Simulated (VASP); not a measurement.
Here is the system:

```yaml
crystal:
  lattice:
    - [4.10119, 0.00000, 0.00000]
    - [0.00000, 4.10119, 0.00000]
    - [0.00000, 0.00000, 4.10119]
  atoms:
    - { symbol: Sc, position: [0.00000, 0.00000, 0.00000] }
    - { symbol: Al, position: [0.00000, 0.50000, 0.50000] }
    - { symbol: Al, position: [0.50000, 0.00000, 0.50000] }
    - { symbol: Al, position: [0.50000, 0.50000, 0.00000] }
```

All values below come from optB88-vdW, VASP's PBE PAW potentials (set 64) (plane waves; VASP 6.6.1). Settings: 520 eV cut-off, 7×7×7 Γ-centred mesh, first-order Methfessel-Paxton smearing of 0.10 eV, potentials Sc_sv Al.

Question: Estimate the energy per atom (σ→0), band gap (on the k-mesh) with the smallest direct gap where there is one.

Answer: 
```json
{
 "band gap (on the k-mesh)": "none (metal, semimetal or under 0.01 eV)",
 "energy per atom (σ→0)": "-3.041 eV/atom"
}
```

Total energies compare only between runs with the same potentials, cut-off and functional.

The compound is Al3Sc in the L1_2 structure. It was relaxed first. The start is the result of an earlier pass.
